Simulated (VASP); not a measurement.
VASP input:

**POSCAR**
```
GeTe2Pb
1
    4.4080090227     0.0000000000     0.0000000000
    0.0000000000     4.4080090227    -0.0000000000
    0.0000000000     0.0000000000     6.1267406550
Ge Te Pb
1 2 1
Direct
  0.0000000000   0.0000000000   0.0000000000
  0.0000000000   0.0000000000   0.5000000000
  0.5000000000   0.5000000000   0.0000000000
  0.5000000000   0.5000000000   0.5000000000
```

KPOINTS:
```
Automatic mesh
0
Gamma
5 5 4
0 0 0
```

**INCAR**
```
SYSTEM = GeTe2Pb
PREC = Accurate
ENCUT = 400
EDIFF = 1E-6
NELM = 100
ALGO = Normal
LREAL = .FALSE.
LASPH = .TRUE.
ISMEAR = 0
SIGMA = 0.05
METAGGA = R2SCAN
LMIXTAU = .TRUE.
LMAXMIX = 4
LWAVE = .FALSE.
LCHARG = .FALSE.
IBRION = 2
ISIF = 3
NSW = 60
EDIFFG = -0.02
```

POTCAR, in this order: Ge_d Te Pb_d (PBE.64 set). Program: vasp_std.

Write an equivalent input for Ansatz.

One equivalent input (not run):
Ansatz 0.2 input:
```yaml
crystal:
  lattice:
    - [4.4080090, 0.0000000, 0.0000000]
    - [0.0000000, 4.4080090, 0.0000000]
    - [0.0000000, 0.0000000, 6.1267407]
  atoms:
    - { symbol: Ge, position: [0.0000000, 0.0000000, 0.0000000] }
    - { symbol: Te, position: [0.0000000, 0.0000000, 0.5000000] }
    - { symbol: Te, position: [0.5000000, 0.5000000, 0.0000000] }
    - { symbol: Pb, position: [0.5000000, 0.5000000, 0.5000000] }
kpoints:
  mp_grid: { grid: [5, 5, 4] }
hamiltonian:
  xc: r2scan
  pseudopotentials: { kind: paw }
scf:
  occupations: { method: gaussian, width: 0.05 }
  max_iter: 100
relax:
  max_steps: 60
  f_tol: 0.02
  cell: {}
output: { forces: true, stress: true, eigenvalues: true }
```
The two are equivalent in intent, not identical: each code has its own PAW files, so the cut-off isn't converted (ENCUT is set for VASP's; basis.ecutwfc is left out, and Ansatz then takes the one that its files recommend); Ansatz stops its SCF on the density residual and VASP on the energy change (EDIFF).

The structure comes from a computed database's GeTe2Pb entry (P4/mmm); how it stands against other phases isn't given here. This run relaxes it. Symmetry was kept, so distortions that lower it aren't found. The start is the result of an earlier pass.
